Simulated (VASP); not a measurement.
Calculation: SCAN meta-GGA, VASP's PBE PAW potentials (set 64) (plane waves; VASP).

The input files of a VASP run:

**POSCAR**
```
SnTe
1.0
  0.0000000000   3.1070875626   3.1070875626
  3.1070875626   0.0000000000   3.1070875626
  3.1070875626   3.1070875626   0.0000000000
Sn Te
1 1
Direct
  0.0000000000   0.0000000000   1.0000000000
  0.5000000000   0.5000000000   0.5000000000
```

### INCAR
```
LCHARG=.FALSE.
LASPH=.TRUE.   # aspherical one-centre terms
LREAL=.FALSE.
LMAXMIX=4   # l cut-off of mixed one-centre charges
METAGGA=SCAN
LWAVE=.FALSE.
NELM=100   # most electronic steps
ISIF=2
SIGMA=0.05   # width (eV)
LMIXTAU=.TRUE.
SYSTEM=SnTe
PREC=Accurate
ALGO=Normal
EDIFF=1E-7
ISMEAR=0   # Gaussian
ENCUT=520
```

### KPOINTS
```
Automatic
0
gamma
  7 7 7
```

POTCAR, in this order: Sn_d Te (PBE.64 set). Program: vasp_std.

**Question.** What will the output report for the number of irreducible k-points (NKPTS), largest plane-wave count, number of space-group operations, FFT grid (NGX, NGY, NGZ)?

**Answer.** 
```yaml
number of irreducible k-points (NKPTS): 20
largest_plane_wave_count: 1639
number_of_space_group_operations: 48
FFT grid (NGX, NGY, NGZ): 36 × 36 × 36
```

The compound is SnTe in the rock salt structure, which distorts at low temperature. This cell is one point of a volume scan, at 0.94 of the reference volume.
